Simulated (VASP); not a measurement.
The input files of a VASP run:

INCAR:
```
NELM=100
GGA=PE   # PBE
LCHARG=.FALSE.
PSTRESS=200   # kbar
IBRION=2   # conjugate gradients
ISIF=3   # ions, shape and volume
ISMEAR=0
ENCUT=500   # plane-wave cut-off (eV)
LREAL=.FALSE.   # projection in real space or not
ALGO=Normal   # blocked Davidson
LASPH=.TRUE.
PREC=Accurate
EDIFFG=-0.02
SYSTEM=ZnGeP2
SIGMA=0.05   # width (eV)
EDIFF=1E-6
LMAXMIX=4   # l cut-off of mixed one-centre charges
LWAVE=.FALSE.
NSW=40   # most ionic steps
```

File POSCAR:
```
ZnGeP2
1
   -2.5913102791     2.5913102791     5.1040542280
    2.5913102791    -2.5913102791     5.1040542280
    2.5913102791     2.5913102791    -5.1040542280
Zn Ge P
2 2 4
Direct
  0.0000000000   1.0000000000   1.0000000000
  0.7500000000   0.2500000000   0.5000000000
  0.5000000000   0.5000000000   1.0000000000
  0.2500000000   0.7500000000   0.5000000000
  0.8750000000   0.8752117916   0.5002117916
  0.1247882084   0.6250000000   0.9997882084
  0.3750000000   0.3747882084   0.4997882084
  0.6252117916   0.1250000000   0.0002117916
```

**KPOINTS**
```
Automatic mesh
0
Gamma
6 6 6
0 0 0
```

POTCAR, in this order: Zn Ge_d P (PBE.64 set). Program: vasp_std.

Task: Write an equivalent input for Ansatz.

Result: One equivalent input (not run):
Ansatz 0.2 input:
```yaml
crystal:
  lattice:
    - [-2.5913103, 2.5913103, 5.1040542]
    - [2.5913103, -2.5913103, 5.1040542]
    - [2.5913103, 2.5913103, -5.1040542]
  atoms:
    - { symbol: Zn, position: [0.0000000, 1.0000000, 1.0000000] }
    - { symbol: Zn, position: [0.7500000, 0.2500000, 0.5000000] }
    - { symbol: Ge, position: [0.5000000, 0.5000000, 1.0000000] }
    - { symbol: Ge, position: [0.2500000, 0.7500000, 0.5000000] }
    - { symbol: P, position: [0.8750000, 0.8752118, 0.5002118] }
    - { symbol: P, position: [0.1247882, 0.6250000, 0.9997882] }
    - { symbol: P, position: [0.3750000, 0.3747882, 0.4997882] }
    - { symbol: P, position: [0.6252118, 0.1250000, 0.0002118] }
kpoints:
  mp_grid: { grid: [6, 6, 6] }
hamiltonian:
  xc: pbe
  pseudopotentials: { kind: paw }
scf:
  occupations: { method: gaussian, width: 0.05 }
  max_iter: 100
relax:
  max_steps: 40
  f_tol: 0.02
  cell: { p_target: 20 }
output: { forces: true, stress: true, eigenvalues: true }
```
What does not carry over: each code has its own PAW files, so the cut-off isn't converted (ENCUT is set for VASP's; basis.ecutwfc is left out, and Ansatz then takes the one that its files recommend); Ansatz stops its SCF on the density residual and VASP on the energy change (EDIFF).

The compound is ZnGeP2 in the chalcopyrite structure. It was relaxed first under an external pressure of 20 GPa.
